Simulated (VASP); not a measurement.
Given:

```xyz
2
Lattice="1.8504 1.0683 3.6510 -1.8504 1.0683 3.6510 0.0000 -2.1366 3.6510" Properties=species:S:1:pos:R:3 pbc="T T T"
As     0.0000     0.0000     2.4582
As     0.0000     0.0000     8.4948
```

Calculation: PBE GGA, VASP's PBE PAW potentials (set 64) (plane waves; VASP). Settings: 300 eV cut-off, 9×9×9 Γ-centred mesh, Fermi-Dirac smearing of 0.10 eV, potentials As.

Problem. Give the force on each atom (eV/Å).

Solution. 
| atom | Fx | Fy | Fz |
|---|---|---|---|
| As1 | 0.000 | 0.000 | 0.649 |
| As2 | 0.000 | 0.000 | -0.649 |

Problem. Give the stress tensor in GPa (positive for a compressed cell).

Solution. 
```
6.36  0.00  0.00
0.00  6.36  0.00
0.00  0.00  4.04
```
The pressure is its mean diagonal, 5.58 GPa.

The structure comes from a computed database's As entry; how it stands against other phases isn't given here. The cell was not relaxed at this level.
